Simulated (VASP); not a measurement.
The system is Ga3Sb.

```
Ga Sb
1.0
    -2.26298    2.26298    4.75917
     2.26298   -2.26298    4.75917
     2.26298    2.26298   -4.75917
Ga Sb
3 1
Direct
  0.30864 0.30864 0.00000
  0.69136 0.69136 0.00000
  0.00000 0.00000 0.00000
  0.50000 0.50000 0.00000
```

The cell was built by a generator and needn't be a form met in nature.

| Quantity | Value |
| --- | --- |
| Program | VASP 6.6.1 |
| Task | relaxation of cell and atoms |
| Functional | PBE |
| Potentials or basis | VASP PAW PBE potentials, release 64 (Ga_d, Sb) |
| Cutoff | 520 eV |
| k mesh | 6 × 6 × 6 |
| Occupations | gaussian, width 0.15 eV |
| Spin | no spin polarisation |

At the start: pressure 48.5 GPa; volume 24.37 Å³/atom.

Question: How do energy, volume and symmetry change on relaxing?

Answer: Over 22 steps the energy falls by 3321.6 meV/atom and the volume is 22.89 Å³/atom (-6.1 %); space group I4/mmm (No. 139, to 0.05 Å).

The path:
```
step  energy change (eV)  largest force (eV/Å)  pressure (GPa)  volume (Å³)
   1              0.0000               25.9539           48.51        97.49
   2            642.4879               45.8280           32.23       197.65
   3            802.5693               31.7875           56.71       182.88
   4             41.8249                1.1356           12.52       124.40
   5             -8.7455                0.2458           -6.32       127.24
   6            -12.0415                0.3350           -6.69       126.46
   7            -12.0874                0.2855           -6.64       125.43
   8            -12.8173                0.4577           -4.79       106.33
   9            -13.1013                0.5754           -1.36        93.68
  10            -13.1140                0.6180            0.70        89.00
  11            -13.1172                0.6817            0.06        89.99
  12            -13.1585                0.4545            0.12        89.52
  13            -13.1805                0.3441            0.54        89.01
  14            -13.1837                0.3256            1.16        88.78
  15            -13.2227                0.2858            0.82        90.01
  16            -13.2689                0.1099           -0.96        93.75
  17            -13.2693                0.2215           -0.49        93.33
  18            -13.2692                0.0954           -1.80        93.62
  19            -13.2693                0.2176           -0.97        93.46
  20            -13.2825                0.0241           -0.39        92.46
  21            -13.2825                0.0262           -0.43        92.46
  22            -13.2864                0.0763           -0.08        91.57
```

Final structure:
```cif
data_structure
_symmetry_space_group_name_H-M 'P 1'
_symmetry_Int_Tables_number 1
_cell_length_a 6.3723
_cell_length_b 6.3723
_cell_length_c 6.3723
_cell_angle_alpha 143.366
_cell_angle_beta 143.366
_cell_angle_gamma 52.776
_cell_volume 91.57
loop_
_atom_site_label
_atom_site_type_symbol
_atom_site_fract_x
_atom_site_fract_y
_atom_site_fract_z
_atom_site_occupancy
Ga1 Ga 0.24957 0.24957 0.00000 1
Ga2 Ga 0.75043 0.75043 0.00000 1
Ga3 Ga 0.00000 0.00000 0.00000 1
Sb1 Sb 0.50000 0.50000 0.00000 1
```
